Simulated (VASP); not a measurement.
Calculation: r2SCAN meta-GGA, VASP's PBE PAW potentials (set 64) (plane waves; VASP 6.6.1).

Input for VASP

**INCAR**
```
SYSTEM = ZnSe
PREC = Accurate
ENCUT = 480
EDIFF = 1E-7
NELM = 100
ALGO = Normal
LREAL = .FALSE.
LASPH = .TRUE.
ISMEAR = 0
SIGMA = 0.05
METAGGA = R2SCAN
LMIXTAU = .TRUE.
LMAXMIX = 4
LWAVE = .FALSE.
LCHARG = .FALSE.
ISIF = 2
```

KPOINTS:
```
kpoints
0
Gamma
 8 8 8
```

### POSCAR
```
ZnSe
1
   -0.0070716310     2.8286523830     2.8286523830
    2.8286523830    -0.0070716310     2.8286523830
    2.8215807520     2.8215807520     0.0000000000
Zn Se
1 1
Direct
  0.0000000000   0.0000000000   0.0000000000
  0.2500000000   0.2500000000   0.2500000000
```

POTCAR, in this order: Zn Se (PBE.64 set). Program: vasp_std.

### Question
What will the output report for the number of irreducible k-points (NKPTS), number of bands (NBANDS), largest plane-wave count, number of space-group operations, FFT grid (NGX, NGY, NGZ)?

### Answer

```
Property                                       Value
--------------------------------------  ------------
number of irreducible k-points (NKPTS)            95
number of bands (NBANDS)                          13
largest plane-wave count                        1102
number of space-group operations                   4
FFT grid (NGX, NGY, NGZ)                30 × 30 × 30
```

The compound is ZnSe in the zinc blende structure. This cell was strained or had an atom moved on purpose.
